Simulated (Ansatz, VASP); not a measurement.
# MoS2: VASP beside Ansatz, part 2 of 2

One calculation is typed for both programs; each brings its own data sets. How far apart do they land? The cell is taken from a series of runs on this material, whose earlier steps may have relaxed, scaled, displaced or heated it; both programs get it as it stands.

VASP 6.6.1 and Ansatz 0.2.0.

So far: Starting point; VASP: relaxation of cell and atoms, PBEsol.

## Step 3: Ansatz: relaxation of cell and atoms, PBEsol

Level of this step: Ansatz beside VASP: Kohn-Sham DFT, plane waves, PBEsol (Ansatz).

Ansatz runs on its default PAW (the set named soft_2) files.

The same cell, functional, mesh and smearing now go to Ansatz, which takes its cutoff from its data sets.

input.yaml

```yaml
crystal:
  lattice:
    - [3.1407518647, 0.0, 0.0]
    - [-1.5703759324, 2.7199709018, 0.0]
    - [0.0, 0.0, 6.1218400302]
  atoms:
    - { symbol: Mo, position: [0.0, 0.0, 0.5] }
    - { symbol: S, position: [0.3333333333, 0.6666666667, 0.2409132531] }
    - { symbol: S, position: [0.6666666667, 0.3333333333, 0.7590867469] }
kpoints:
  mp_grid: { grid: [15, 15, 8] }
hamiltonian:
  xc: pbesol
scf:
  occupations: { method: gaussian, width: 0.1 }
output:
  forces: true
  stress: true
  eigenvalues: true
  write_density: true
  write_potential: true
  elf: true
  volumetric_format: npy
relax:
  adjacent_minimum: "off"
  f_tol: 0.005
  max_steps: 80
  cell: { stress_tol: 0.05 }
```

Started as:

```bash
> ansatz run input.yaml --threads 8 --pin off --max-ram 16384MiB --backend cpu --events-out ev --progress --plain --runs-dir out
```

Numbers of over 12 decimals in the logs are rounded to 6 here.

The program printed:

```text
Engine: ansatz 0.2.0, aarch64-unknown-linux-gnu
Pseudopotentials: kind: paw
Pseudopotential: Mo, paw, valence charge 14, recommended cutoff 420 eV (normal), Mo.paw.azcp
Pseudopotential: S, paw, valence charge 6, recommended cutoff 420 eV (normal), S.paw.azcp
Functional definition: PBEsol
  exchange = pbesol_x
  correlation = pbesol_c
Crystal: 3 atoms, lattice volume = 52.297 Å³
Basis set: ecut = 420 eV, 1005 PW (Γ), exchange–correlation on 48×48×90 points (8 copies of the dense FFT grid, shifted against one another)
Bands: 17, of which v1, the nominal top of the filled ones, is band 13 counted from 1 (12 counted from 0)
Symmetry: 12 space group operations
Space group: P-3m1 (ITA 164), of the structure as read, at distance tolerance 3.7e-5 Å
k-points: 192 of 1800
Non-local potential: Mo, projectors of the file, l = 0: 3, l = 1: 2, l = 2: 2, l = 3: 1
Non-local potential: S, projectors of the file, l = 0: 2, l = 1: 2, l = 2: 2
PAW form: soft (Blöchl's): semilocal exchange-correlation on the pseudo side does not see the compensation charge
PAW frozen core: Mo, regenerated for the run's functional, and the local potential with it (the file was generated under x = pbe(κ = 0.804, μ = 0.219515), c = pbe(β = 0.066725))
PAW frozen core: S, regenerated for the run's functional, and the local potential with it (the file was generated under x = pbe(κ = 0.804, μ = 0.219515), c = pbe(β = 0.066725))
PAW one-centre angular grid: Mo, 590 points (default); XC on 64 Gauss nodes
PAW one-centre angular grid: S, 110 points (default); XC on 64 Gauss nodes
Initial density: superposition of atomic densities (neutral atoms: chi_scale 0, normalization atom), corrected by the library's trained network
Initial wavefunctions: pseudopotential atomic-orbital guess
Functional: x = pbesol(κ = 0.804, μ = 0.123457), c = pbesol(β = 0.046)
SCF iter   1: F=—  HF=-6669.342323 eV  |F-HF|=—  |Δ(HF+E_count)|=         —  Δρ=5.53e-3  dr2=1.17e-2  ethr=1.77e-3  ⟨swp⟩=5.3  Hψ=17432  notcnv=0
preconditioner: auto → Kerker (q_TF=auto, 2.428 Å⁻¹)  [metal: Δε(μ)=0.011 eV  Ē_g=8.029 eV  σ=0.100 eV  W_gap=0.06  n_scr=10 (ndim 8)  ℏωp=21.8 eV  f_vac=0.008  D(μ)=1.12/eV (n_scr^D=2)]
SCF iter   2: F=—  HF=-6669.340770 eV  |F-HF|=—  |Δ(HF+E_count)|=   1.55e-3  Δρ=3.08e-3  dr2=4.17e-3  ethr=4.50e-5  ⟨swp⟩=1.9  Hψ=5949  notcnv=0
SCF iter   3: F=—  HF=-6669.339983 eV  |F-HF|=—  |Δ(HF+E_count)|=   7.87e-4  Δρ=4.80e-4  dr2=2.42e-4  ethr=1.60e-5  ⟨swp⟩=2.1  Hψ=4861  notcnv=0
SCF iter   4: F=—  HF=-6669.339971 eV  |F-HF|=—  |Δ(HF+E_count)|=   1.17e-5  Δρ=1.71e-4  dr2=4.77e-5  ethr=9.30e-7  ⟨swp⟩=2.3  Hψ=5009  notcnv=0
SCF iter   5: F=—  HF=-6669.339980 eV  |F-HF|=—  |Δ(HF+E_count)|=   8.86e-6  Δρ=4.67e-5  dr2=5.61e-6  ethr=1.83e-7  ⟨swp⟩=2.2  Hψ=4500  notcnv=0
SCF iter   6: F=—  HF=-6669.339980 eV  |F-HF|=—  |Δ(HF+E_count)|=   3.51e-7  Δρ=1.69e-5  dr2=3.28e-7  ethr=2.16e-8  ⟨swp⟩=2.0  Hψ=4381  notcnv=0
SCF iter   7: F=-6669.339980 eV  HF=-6669.339980 eV  |F-HF|=3.48e-9  |Δ(HF+E_count)|=   6.22e-8  Δρ=3.39e-6  dr2=6.96e-9  ethr=3.85e-10  ⟨swp⟩=9.3  Hψ=21973  notcnv=0
SCF 1 converged in 7 iterations: F = -6669.339980 eV  dr2 = 6.96e-9
  greatest PAW one-centre occupation: 0.999 electrons in one spin orbital (limit 2), on the Mo atom at site 0 (counted from 0), in its partial waves of l = 0
relax step   1: F+E_penalty+E_count = -6669.33998011 eV  Δ(F+E_penalty+E_count) = +0.000e0 eV  max|allowed force component| = 2.027e-3 eV/Å  Δτ_max = 0.0000 Å  P = +0.030 GPa  Ω = 52.297 Å³  (7 SCF iters, dr2 threshold 1.00e-7 eV, accepted)
Initial density: handed on by an earlier stage of this run
Initial wavefunctions: pseudopotential atomic-orbital guess (no wavefunctions were taken with the density)
iter 1 solved again at ethr=2.01e-7 eV; its pass at ethr=3.10e-3 eV (dr2=5.23e-5 eV) is discarded
SCF iter   1: F=—  HF=-6669.339974 eV  |F-HF|=—  |Δ(HF+E_count)|=         —  Δρ=3.40e-6  dr2=6.96e-9  ethr=2.01e-7  ⟨swp⟩=3.1  Hψ=26451  notcnv=0
eigensolver tolerance schedule: the retry pair's looser diagonalisation over-reported the residual by 7510.81 of it (diagonalisation noise at 0.95 of the residual, at the tolerance the schedule requests for it); recorded, not acted on — ethr = c·dr2/N_el stays at c = 1.0e-1
preconditioner: auto → Kerker (q_TF=auto, 2.428 Å⁻¹)  [metal: Δε(μ)=0.014 eV  Ē_g=8.029 eV  σ=0.100 eV  W_gap=0.08  n_scr=10 (ndim 8)  ℏωp=21.8 eV  f_vac=0.008  D(μ)=1.12/eV (n_scr^D=2)]
SCF iter   2: F=—  HF=-6669.339980 eV  |F-HF|=—  |Δ(HF+E_count)|=   5.90e-6  Δρ=2.38e-6  dr2=3.59e-9  ethr=2.68e-11  ⟨swp⟩=3.2  Hψ=7227  notcnv=0
SCF iter   3: F=—  HF=-6669.339980 eV  |F-HF|=—  |Δ(HF+E_count)|=   2.33e-9  Δρ=6.40e-7  dr2=4.39e-10  ethr=1.38e-11  ⟨swp⟩=2.1  Hψ=4565  notcnv=0
SCF iter   4: F=—  HF=-6669.339980 eV  |F-HF|=—  |Δ(HF+E_count)|=  6.55e-11  Δρ=4.09e-7  dr2=2.42e-10  ethr=1.69e-12  ⟨swp⟩=1.1  Hψ=3384  notcnv=0
SCF iter   5: F=—  HF=-6669.339980 eV  |F-HF|=—  |Δ(HF+E_count)|=  5.46e-12  Δρ=1.25e-7  dr2=3.51e-11  ethr=1.00e-12  ⟨swp⟩=2.4  Hψ=4601  notcnv=0
SCF iter   6: F=-6669.339980 eV  HF=-6669.339980 eV  |F-HF|=1.82e-12  |Δ(HF+E_count)|=  1.82e-12  Δρ=3.26e-8  dr2=1.55e-12  ethr=1.00e-12  ⟨swp⟩=6.0  Hψ=14255  notcnv=0
SCF 2 converged in 6 iterations: F = -6669.339980 eV  dr2 = 1.55e-12
relax step   2: F+E_penalty+E_count = -6669.33998011 eV  Δ(F+E_penalty+E_count) = -1.284e-9 eV  max|allowed force component| = 2.030e-3 eV/Å  Δτ_max = 0.0000 Å  P = +0.030 GPa  Ω = 52.297 Å³  stress off target by 3.35e-2 GPa  SCF on the basis re-selected at this cell (its energy is not comparable with the rows above)  (6 SCF iters)
basis re-selected at this cell: Δ(F+E_penalty+E_count) = -1.284e-9 eV, ΔP = +0.000 GPa vs the last step (what re-selecting the basis moved, of the pressure what is left beyond the Pulay correction that the steps carried, after the strain that the cell walked since its last selection, with what the two solves' SCF thresholds leave and, on support functions, any second-order correction that the steps lacked; it is no m [...]
SCF converged after 6 iterations
Free energy (F): -6669.339980 eV
Harris-Foulkes:  -6669.339980 eV  (|F-HF|=1.82e-12)
Internal energy: -6669.334391 eV  (E = F + TS)
E sigma→0 (E₀):  -6669.337185 eV
Entropy (-TS):   -0.005590 eV (-1.863 meV/atom)
Fermi energy:    11.431890 eV
--- Per-component energies (eV) ---
  E_band       = -147.458745
  E_kinetic    = 655.903621
  E_local      = -1901.724935  (includes V_loc(G=0)·N_el)
  E_nonlocal   = 201.805372
  E_hartree    = 727.737280
  E_xc         = -375.320408
  E_vxc        = -404.123235  (∫ρ·V_xc dr)
  E_paw        = -4311.947315  (= ΣΔE_a)
  E_vpaw       = -154.794197  (= ΣTr[D̂ρ^β])
  E_aug_tail   = 0.000038  (compensation charges beyond the density's cutoff)
  E_ewald      = -1666.121242
  E_core_change = 0.333198  (= ΣΔE_core)
  E_smearing   = -0.005590  (= −TS)
  E_closure    = 0.000000  (closes the sum)
  Σ components = -6669.339980   (vs F -6669.339980, Δ=0.00e0)
--- Forces (eV/Å), atoms counted from 1 ---
  atom   1  Mo     0.00000000    -0.00000000     0.00000000
  atom   2  S      0.00000000     0.00000000    -0.00203040
  atom   3  S      0.00000000     0.00000000     0.00203040
  max |Σ_I F_I| component: 8.10e-18 eV/Å
--- Stress (GPa, compression-positive) ---
        0.027907      -0.000000      -0.000000
        0.000000       0.027907      -0.000000
        0.000000      -0.000000       0.033470
  P = ⅓ Tr σ = 0.0298 GPa (0.298 kbar)
--- Band table (eV; the first three rows and the last of 192) ---
  k-point 0: bands = [... 9 lower, 9.6732, 9.8310, 10.5288, 10.5288, 11.3827, 11.3827, 14.5923, 14.5923]
  k-point 1: bands = [... 9 lower, 9.0190, 10.3793, 10.5272, 10.5272, 11.3639, 11.3639, 14.6308, 14.6308]
  k-point 2: bands = [... 9 lower, 8.2583, 10.5234, 10.5234, 10.8440, 11.3198, 11.3198, 14.7239, 14.7239]
  k-point 191: bands = [... 9 lower, 7.2558, 7.4666, 7.4666, 11.5642, 11.5642, 12.3877, 15.3092, 15.3092]
--- Relaxed structure (1 steps of the walk, 1 accepted, 1 SCFs on fresh bases) ---
  F+E_penalty+E_count = -6669.33998011 eV   max|allowed force component| = 2.030e-3 eV/Å   (the final SCF, on the basis selected at the relaxed cell)
  cell:  # Å, volume = 52.2974 Å³
    - [3.140752, 2.8867576874453693e-11, 0.0]
    - [-1.570376, 2.719971, 0.0]
    - [0.0, 0.0, 6.1218400302]
  atoms:
    - { symbol: Mo, position: [0.0, 0.0, 0.5] }
    - { symbol: S, position: [0.333333, 0.666667, 0.2409132531] }
    - { symbol: S, position: [0.666667, 0.333333, 0.7590867469] }
```

## Step 4: Side by side

Known differences besides the potentials themselves: the cutoff is 420 eV in Ansatz and 500 eV in VASP; Ansatz makes its cores anew for this functional, VASP keeps those of its PBE data sets; Ansatz adds a Pulay correction to the stress that steers its cell, VASP none. Total energies have different zeros and are not compared.

Compared:

```
                                         quantity  Ansatz   VASP  difference
                                      volume (Å³)   52.30  52.31     -0.02 %
edge a after relaxation, in the typed setting (Å)   3.141  3.141     +0.00 %
edge c after relaxation, in the typed setting (Å)   6.122  6.123     -0.01 %
```

## Step 5: Outcome

```json
{"difference in volume (relaxation of cell and atoms, PBEsol)": "-0.023 %"}
```

In words: The difference in volume is -0.023 % (relaxation of cell and atoms, PBEsol), within the 1.2 % picked in this series as the mark of a large difference, as far as the stopping tolerances let one tell. 1 further run of this series is not shown here. How closely two codes agree says nothing of how well the functional describes the real material.

[Lines on the potential files, build, host, timing and source positions are cut from VASP's logs without a mark.]

[Logs are printed without paths, hosts, clocks, repeated set-up lines and the standing remarks that a program may print on its own settings, such as how far it seeks lower states.]

[Hosts, paths, dates, database ids (printed as entryN), source tags and the programs' standing remarks are cut or masked in the printed files.]
